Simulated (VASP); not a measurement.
These are PBEsol GGA, VASP's PBE PAW potentials (set 64) (plane waves; VASP 6.6.1) values and carry that method's errors.

Input for VASP

KPOINTS:
```
Automatic mesh
0
Gamma
7 7 5
0 0 0
```

INCAR:
```
ALGO  =  Normal
EDIFF  =  1E-7
ENCUT  =  400
GGA  =  PS
ISIF  =  2
ISMEAR  =  -5
LASPH  =  .TRUE.
LCHARG  =  .TRUE.
LEFG  =  .TRUE.
LMAXMIX  =  4
LORBIT  =  11
LREAL  =  .FALSE.
LWAVE  =  .FALSE.
NEDOS  =  601
NELM  =  100
PREC  =  Accurate
SYSTEM  =  BaGaGeH
```

### POSCAR
```
BaGaGeH
1.0
  4.3297887029   0.0000000000   0.0000000000
 -2.1648943515   3.7497071462   0.0000000000
  0.0000000000   0.0000000000   5.0475041722
Ba Ga Ge H
1 1 1 1
direct
  0.3333330000   0.6666670000   0.0007842918
  0.0000000000   0.0000000000   0.5441049567
  0.6666670000   0.3333330000   0.4489753186
  0.0000000000   0.0000000000   0.8860254330
```

POTCAR, in this order: Ba_sv Ga_d Ge_d H (PBE.64 set). Program: vasp_std.

Output of the run:

OUTCAR:
```
 ion  position               nearest neighbor table
   1  0.333  0.667  0.001-   4 2.57   4 2.57   4 2.57   3 3.37   3 3.37   3 3.37   2 3.40   2 3.40
                             2 3.40   2 3.71   2 3.71   2 3.71   3 3.74   3 3.74   3 3.74
   2  0.000  0.000  0.544-   4 1.73   3 2.55   3 2.55   3 2.55   1 3.40   1 3.40   1 3.40   1 3.71
                             1 3.71   1 3.71
   3  0.667  0.333  0.449-   2 2.55   2 2.55   2 2.55   1 3.37   1 3.37   1 3.37   1 3.74   1 3.74
                             1 3.74
   4  0.000  0.000  0.886-   2 1.73   1 2.57   1 2.57   1 2.57
  LATTYP: Found a hexagonal cell.
 ALAT       =     4.3297887029
 C/A-ratio  =     1.1657622389
 Subroutine PRICEL returns:
 Original cell was already a primitive cell.
 Subroutine GETGRP returns: Found  6 space group operations
The static configuration has the point symmetry C_3v.
The dynamic configuration has the point symmetry C_3v.
 Subroutine INISYM returns: Found  6 space group operations
 Subroutine IBZKPT returns following result:
 Found     32 irreducible k-points:

 Following reciprocal coordinates:
            Coordinates               Weight
  0.000000  0.000000  0.000000      1.000000
  0.142857  0.000000  0.000000      6.000000
  0.285714 -0.000000  0.000000      6.000000
  0.428571 -0.000000  0.000000      6.000000
  0.142857  0.142857  0.000000      6.000000
  0.285714  0.142857  0.000000     12.000000
  0.428571  0.142857  0.000000      6.000000
  0.285714  0.285714  0.000000      6.000000
  0.000000  0.000000  0.200000      2.000000
  0.142857  0.000000  0.200000      6.000000
  0.000000  0.142857  0.200000      6.000000
  0.285714 -0.000000  0.200000      6.000000
  0.000000  0.285714  0.200000      6.000000
  0.428571 -0.000000  0.200000      6.000000
  0.000000  0.428571  0.200000      6.000000
  0.142857  0.142857  0.200000     12.000000
  0.285714  0.142857  0.200000     12.000000
 -0.142857  0.428571  0.200000     12.000000
  0.428571  0.142857  0.200000     12.000000
  0.285714  0.285714  0.200000     12.000000
  0.000000  0.000000  0.400000      2.000000
  0.142857  0.000000  0.400000      6.000000
  0.000000  0.142857  0.400000      6.000000
  0.285714 -0.000000  0.400000      6.000000
  0.000000  0.285714  0.400000      6.000000
  0.428571 -0.000000  0.400000      6.000000
  0.000000  0.428571  0.400000      6.000000
  0.142857  0.142857  0.400000     12.000000
  0.285714  0.142857  0.400000     12.000000
 -0.142857  0.428571  0.400000     12.000000
  0.428571  0.142857  0.400000     12.000000
  0.285714  0.285714  0.400000     12.000000
   k-points           NKPTS =     32   k-points in BZ     NKDIM =     32   number of bands    NBANDS=     23
   number of dos      NEDOS =    601   number of ions     NIONS =      4
   total plane-waves  NPLWV =  28224
   dimension x,y,z NGX =    28 NGY =   28 NGZ =   36
   dimension x,y,z NGXF=    56 NGYF=   56 NGZF=   72
   ions per type =               1   1   1   1
   PREC   = accura    normal or accurate (medium, high low for compatibility)
   ISTART =      0    job   : 0-new  1-cont  2-samecut
   ICHARG =      2    charge: 1-file 2-atom 10-const
   ISPIN  =      1    spin polarized calculation?
   LNONCOLLINEAR =      F non collinear calculations
   LSORBIT =      F    spin-orbit coupling
   INIWAV =      1    electr: 0-lowe 1-rand  2-diag
   ENCUT  =  400.0 eV  29.40 Ry    5.42 a.u.   7.06  7.06  8.23*2*pi/ulx,y,z
   NELM   =    100;   NELMIN=  2; NELMDL= -5     # of ELM steps
   EDIFF  = 0.1E-06   stopping-criterion for ELM
   LREAL  =      F    real-space projection
   NLSPLINE    = F    spline interpolate recip. space projectors
   LMAXMIX     =    4 max onsite mixed and CHGCAR
   VOSKOWN=      0    Vosko Wilk Nusair interpolation
   EDIFFG = 0.1E-05   stopping-criterion for IOM
...
```

**OSZICAR**
```
       N       E                     dE             d eps       ncg     rms          rms(c)
DAV:   1     0.289067454169E+03    0.28907E+03   -0.16681E+04  1578   0.273E+03
DAV:   2     0.268481687230E+02   -0.26222E+03   -0.25824E+03  1559   0.586E+02
DAV:   3    -0.140874822788E+02   -0.40936E+02   -0.40736E+02  1773   0.165E+02
DAV:   4    -0.163410245784E+02   -0.22535E+01   -0.22523E+01  2477   0.374E+01
DAV:   5    -0.163701829175E+02   -0.29158E-01   -0.29157E-01  1843   0.374E+00    0.587E+00
DAV:   6    -0.159412251063E+02    0.42896E+00   -0.63719E-01  2143   0.117E+01    0.322E+00
DAV:   7    -0.158440319985E+02    0.97193E-01   -0.61190E-01  1973   0.485E+00    0.714E-01
DAV:   8    -0.158451086177E+02   -0.10766E-02   -0.69148E-02  1706   0.227E+00    0.372E-01
DAV:   9    -0.158450022643E+02    0.10635E-03   -0.53988E-03  2209   0.532E-01    0.704E-02
DAV:  10    -0.158450640247E+02   -0.61760E-04   -0.45139E-04  1914   0.174E-01    0.197E-02
DAV:  11    -0.158450655043E+02   -0.14796E-05   -0.50010E-05  2121   0.524E-02    0.971E-03
DAV:  12    -0.158450672819E+02   -0.17776E-05   -0.76626E-06  1739   0.226E-02    0.176E-03
DAV:  13    -0.158450673918E+02   -0.10998E-06   -0.88559E-07  1952   0.863E-03    0.114E-03
DAV:  14    -0.158450672572E+02    0.13466E-06   -0.28258E-07  1450   0.390E-03    0.305E-04
DAV:  15    -0.158450672554E+02    0.17890E-08   -0.24968E-08  1086   0.115E-03
   1 F= -.15845067E+02 E0= -.15845067E+02  d E =0.000000E+00
```

File OUTCAR:
```
------------------------ aborting loop because EDIFF is reached ----------------------------------------
  FORCE on cell =-STRESS in cart. coord.  units (eV):
  Direction    XX          YY          ZZ          XY          YZ          ZX
  --------------------------------------------------------------------------------------
  Total       -0.1550071     -0.1550071      0.2011515      0.0000000      0.0000000      0.0000000
  in kB       -3.0305498     -3.0305501      3.9327209      0.0000000      0.0000000      0.0000000
  external PRESSURE =      -0.7094597 kB  Pullay stress =       0.0000000 kB
  volume of cell :       81.95
      direct lattice vectors                 reciprocal lattice vectors
     4.329788703  0.000000000  0.000000000     0.230958153  0.133343747  0.000000000
    -2.164894352  3.749707146  0.000000000     0.000000000  0.266687493  0.000000000
     0.000000000  0.000000000  5.047504172     0.000000000  0.000000000  0.198117716
 POSITION                                       TOTAL-FORCE (eV/Angst)
 -----------------------------------------------------------------------------------
     -0.00000      2.49981      0.00396         0.000000     -0.000000     -0.023626
      0.00000      0.00000      2.74637         0.000000     -0.000000      0.017994
      2.16490      1.24990      2.26620        -0.000000      0.000000     -0.011731
      0.00000      0.00000      4.47222         0.000000      0.000000      0.017363
 -----------------------------------------------------------------------------------
    total drift:                               -0.000089      0.000048     -0.001037
  FREE ENERGIE OF THE ION-ELECTRON SYSTEM (eV)
  ---------------------------------------------------
  free  energy   TOTEN  =       -15.8450672554 eV

  energy  without entropy=      -15.8450672554  energy(sigma->0) =      -15.84506726

 total charge

# of ion       s       p       d       tot
------------------------------------------
    1        2.008   5.580   0.388   7.976
    2        0.898   0.806   9.976  11.680
    3        1.130   1.251   9.980  12.361
    4        0.533   0.009   0.000   0.541
--------------------------------------------------
tot          4.568   7.646  20.344  32.559
```
(Selected blocks of OUTCAR.)

The structure comes from a computed database's BaGaGeH entry (P3m1); how it stands against other phases isn't given here. It was relaxed first, which changed the volume by -6 %.
